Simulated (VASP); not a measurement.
SnSe2:

```
Sn Se
1.0
     3.81100    0.00000    0.00000
    -1.90550    3.30042    0.00000
     0.00000    0.00000    6.13600
Sn Se
1 2
Direct
  0.00000 0.00000 0.00000
  0.33333 0.66667 0.24900
  0.66667 0.33333 0.75100
```

```yaml
Program: VASP 6.6.1
Task: relaxation of cell and atoms
Functional: optB86b-vdW
Potentials_or_basis: VASP PAW PBE potentials, release 64 (Sn_d, Se)
Cutoff: 600 eV
k_mesh: 9 × 9 × 5
Occupations: gaussian, width 0.03 eV
Spin: no spin polarisation
```

At the start: pressure 4.3 GPa; volume 25.73 Å³/atom.

**Question.** Where does the relaxation end?

**Answer.** Over 15 steps the energy falls by 27.8 meV/atom and the volume is 26.24 Å³/atom (+2.0 %); space group P-3m1 (No. 164, to 0.05 Å).

The path:
```tsv
step	energy change (eV)	largest force (eV/Å)	pressure (GPa)	volume (Å³)
1	0.0000	0.8814	4.31	77.18
2	-0.0270	0.3891	-3.24	85.17
3	-0.0754	0.1253	-0.31	81.44
4	-0.0754	0.1385	-0.21	81.35
5	-0.0777	0.0985	-0.13	80.97
6	-0.0786	0.0587	-0.03	80.60
7	-0.0787	0.0478	0.00	80.50
8	-0.0795	0.0337	-0.06	80.40
9	-0.0813	0.0065	-0.25	80.09
10	-0.0820	0.0836	-0.56	79.47
11	-0.0822	0.0599	-0.47	79.66
12	-0.0825	0.0511	-0.39	79.50
13	-0.0832	0.0243	-0.17	79.02
14	-0.0827	0.0283	0.32	78.04
15	-0.0833	0.0075	-0.01	78.72
```

Final structure:
```cif
data_structure
_symmetry_space_group_name_H-M 'P 1'
_symmetry_Int_Tables_number 1
_cell_length_a 3.8592
_cell_length_b 3.8592
_cell_length_c 6.1027
_cell_angle_alpha 90.000
_cell_angle_beta 90.000
_cell_angle_gamma 120.000
_cell_volume 78.72
loop_
_atom_site_label
_atom_site_type_symbol
_atom_site_fract_x
_atom_site_fract_y
_atom_site_fract_z
_atom_site_occupancy
Sn1 Sn 0.00000 0.00000 0.00000 1
Se1 Se 0.33333 0.66667 0.26230 1
Se2 Se 0.66667 0.33333 0.73770 1
```

Caveat: the PAW data sets were made with another functional, which shifts forces and pressure a little.
